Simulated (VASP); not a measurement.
# CaSe: energy against volume

CaSe (rock salt, Fm-3m, 25.353 Å³/atom and stress up to 0.01 GPa in the relaxed cell, cube axes along x, y and z) under an equal strain ε along all three axes. PBEsol in VASP (plane waves, PAW), 480 eV, 10×10×10 Γ-centred mesh, Gaussian smearing 0.05 eV; ions are relaxed, or left where forces stay under 0.02 eV/Å, within the symmetry of each cell.

Here V stands for volume and E for E less E0.

```csv
volume (Å³/atom),E less E0 (meV/atom),pressure (GPa)
23.8624,16.30,3.58
24.2295,9.13,2.60
24.6004,4.08,1.68
24.9750,1.07,0.81
25.3534,0.00,0.01
25.7356,0.79,-0.75
26.1216,3.34,-1.45
26.5115,7.58,-2.11
26.9052,13.44,-2.73
27.7044,?,?
```

Question: Fit E against V with the third-order Birch-Murnaghan form, a cubic in V^(-2/3), and predict the withheld value at V = 27.7044.

Answer: With u = V^(-2/3) - 0.1159, the rows have u = 0.0047491, 0.0035273, 0.0023239, 0.0011387, -0.0000287, -0.0011788, -0.0023117, -0.0034282, -0.0045280. Least squares gives E = 0.005 + 150.3·u + 689600·u² + 266594·u³. Residuals (row less fit): -0.001, 0.003, -0.002, -0.001, -0.001, 0.004, 0.001, -0.004, 0.002; standard error 0.003 (degrees of freedom: 5). Its minimum lies at u = -0.0001090, so V0 = (0.1157910)^(-3/2) = 25.38. There d²E/du² = 1379000 and d³E/du³ = 1600000, so B0 = (4/9) × 25.38^(-7/3) × 1379000 × 0.160218 = 51.9 GPa (the last factor turns the table's units into GPa), and B0' = 4 + (2/3) × 0.1157910 × (1600000)/1379000 = 4.1. B0' rests on the cubic coefficient alone and has a standard error of 0.1 from these residuals. At the withheld row, u = -0.0066803, so E = 0.005 + 150.3 × (-0.0066803) + 689600 × (-0.0066803)² + 266594 × (-0.0066803)³ = 29.696 meV/atom. The calculation gives 29.67 meV/atom, 0.026 meV/atom below the prediction (0.1 % of the range of E in the table). The row lies outside the fitted rows, so this is an extrapolation. The scatter of the fitted rows lies at the last printed digit.

Other structures, which can take over under pressure, weren't tried. The same form fitted to the pressure column gives B0' = 4.1; series where the two differ by over 0.4 aren't shown. Rows are the converged runs of the series near zero and its far end, less any whose ions stayed unrelaxed beside relaxed ones; series whose fitted rows scatter by over a few per cent of the range, as at a crossing or softening among them, aren't shown in this form.
